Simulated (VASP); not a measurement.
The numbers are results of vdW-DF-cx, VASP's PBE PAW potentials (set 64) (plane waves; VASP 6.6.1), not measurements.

A VASP calculation is set up with these files.

**POSCAR**
```
Dy
1
    1.7603415384    -3.0490007911     0.0000000000
    1.7603415384     3.0490007911     0.0000000000
    0.0000000000     0.0000000000     5.4489568494
Dy
2
Direct
  0.3333330000   0.6666670000   0.2500000000
  0.6666670000   0.3333330000   0.7500000000
```

INCAR:
```
SYSTEM=Dy
PREC=Accurate; ENCUT=520; LREAL=.FALSE.
LASPH=.TRUE.
EDIFF=1E-7; NELM=100; ALGO=Normal
LMAXMIX=6
ISMEAR=1; SIGMA=0.1
GGA=CX; LUSE_VDW=.TRUE.; AGGAC=0.0
IBRION=2; NSW=30; ISIF=4
EDIFFG=-0.01
LWAVE=.FALSE.; LCHARG=.FALSE.
```

File KPOINTS:
```
kpoints
0
Gamma
12 12 7
```

POTCAR, in this order: Dy_3 (PBE.64 set). Program: vasp_std.

Output of the run:

File OSZICAR:
```
       N       E                     dE             d eps       ncg     rms          rms(c)
DAV:   1     0.563826456416E+02    0.56383E+02   -0.88002E+03  1976   0.126E+03
DAV:   2    -0.799641100077E+00   -0.57182E+02   -0.55816E+02  1986   0.318E+02
DAV:   3    -0.423965715970E+01   -0.34400E+01   -0.32424E+01  2820   0.416E+01
DAV:   4    -0.435855897850E+01   -0.11890E+00   -0.11754E+00  2517   0.855E+00
DAV:   5    -0.436227604938E+01   -0.37171E-02   -0.37078E-02  2858   0.111E+00    0.250E+01
DAV:   6    -0.436839936866E+01   -0.61233E-02   -0.21790E-02  3020   0.145E+00    0.149E+01
DAV:   7    -0.438075590598E+01   -0.12357E-01   -0.39508E-02  2992   0.197E+00    0.266E-01
DAV:   8    -0.438056907019E+01    0.18684E-03   -0.21931E-03  2486   0.385E-01    0.725E-02
DAV:   9    -0.438059004933E+01   -0.20979E-04   -0.21172E-04  2457   0.130E-01    0.314E-02
DAV:  10    -0.438058579274E+01    0.42566E-05   -0.38486E-05  2572   0.513E-02    0.411E-02
DAV:  11    -0.438058615181E+01   -0.35906E-06   -0.50915E-06  2366   0.185E-02    0.124E-03
DAV:  12    -0.438058633184E+01   -0.18003E-06   -0.48630E-07  2492   0.650E-03    0.387E-03
DAV:  13    -0.438058625787E+01    0.73964E-07   -0.55839E-08  1443   0.208E-03
   1 F= -.43805863E+01 E0= -.43807665E+01  d E =-.438059E+01
       N       E                     dE             d eps       ncg     rms          rms(c)
DAV:   1    -0.438518476687E+01   -0.45984E-02   -0.16758E-01  1976   0.312E+00    0.263E-01
DAV:   2    -0.438300589302E+01    0.21789E-02   -0.36927E-03  2546   0.662E-01    0.165E-01
DAV:   3    -0.438199577764E+01    0.10101E-02   -0.12535E-03  2502   0.298E-01    0.786E-02
DAV:   4    -0.438200793064E+01   -0.12153E-04   -0.21566E-04  2758   0.114E-01    0.404E-02
DAV:   5    -0.438200860770E+01   -0.67706E-06   -0.47337E-06  2681   0.171E-02    0.146E-02
DAV:   6    -0.438200844924E+01    0.15846E-06   -0.69991E-07  2613   0.661E-03    0.235E-03
DAV:   7    -0.438200843280E+01    0.16434E-07   -0.64578E-08  1193   0.241E-03
   2 F= -.43820084E+01 E0= -.43819135E+01  d E =-.142217E-02
       N       E                     dE             d eps       ncg     rms          rms(c)
DAV:   1    -0.438393005591E+01   -0.19216E-02   -0.85593E-02  1976   0.223E+00    0.188E-01
DAV:   2    -0.438280604337E+01    0.11240E-02   -0.18923E-03  2541   0.474E-01    0.123E-01
DAV:   3    -0.438229388194E+01    0.51216E-03   -0.62769E-04  2497   0.210E-01    0.631E-02
DAV:   4    -0.438229939916E+01   -0.55172E-05   -0.10913E-04  2758   0.812E-02    0.304E-02
DAV:   5    -0.438229968315E+01   -0.28398E-06   -0.24693E-06  2688   0.124E-02    0.945E-03
DAV:   6    -0.438229959716E+01    0.85986E-07   -0.36757E-07  2486   0.477E-03
   3 F= -.43822996E+01 E0= -.43819745E+01  d E =-.171334E-02
```

OUTCAR:
```
------------------------ aborting loop because EDIFF is reached ----------------------------------------
  FORCE on cell =-STRESS in cart. coord.  units (eV):
  Direction    XX          YY          ZZ          XY          YZ          ZX
  --------------------------------------------------------------------------------------
  Total        0.4274045      0.4274044      0.4281446     -0.0000000      0.0000000      0.0000000
  in kB       11.7071668     11.7071653     11.7274394     -0.0000000      0.0000000      0.0000000
  external PRESSURE =      11.7139238 kB  Pullay stress =       0.0000000 kB
  volume of cell :       58.49
      direct lattice vectors                 reciprocal lattice vectors
     1.751723288 -3.034073539  0.000000000     0.285433209 -0.164794951  0.000000000
     1.751723288  3.034073539  0.000000000     0.285433209  0.164794951 -0.000000000
     0.000000000  0.000000000  5.502705070    -0.000000000  0.000000000  0.181728802
 POSITION                                       TOTAL-FORCE (eV/Angst)
 -----------------------------------------------------------------------------------
      1.75172      1.01136      1.37568         0.000000      0.000000      0.000000
      1.75172     -1.01136      4.12703        -0.000000     -0.000000      0.000000
 -----------------------------------------------------------------------------------
    total drift:                                0.000002      0.000095     -0.000011
  FREE ENERGIE OF THE ION-ELECTRON SYSTEM (eV)
  ---------------------------------------------------
  free  energy   TOTEN  =        -4.3822995972 eV

  energy  without entropy=       -4.3813244459  energy(sigma->0) =       -4.38197455

 reached required accuracy - stopping structural energy minimisation
```
(Selected blocks of OUTCAR.)

**CONTCAR**
```
Dy
   1.00000000000000
     1.7517232875921711   -3.0340735386481530    0.0000000000000000
     1.7517232875921711    3.0340735386481530    0.0000000000000000
     0.0000000000000000    0.0000000000000000    5.5027050697458488
  Dy
     2
Direct
     0.3333330000000032    0.6666669999999968    0.2500000000000000
     0.6666669999999968    0.3333330000000032    0.7500000000000000
```

The 4f electrons are frozen in the core of the lanthanide potential, so 4f levels, which can set the real gap, and their magnetism are missing.

The compound is Dy in the hcp structure. This cell is one point of a volume scan, at 0.97 of the reference volume. Symmetry was kept, so distortions that lower it aren't found.
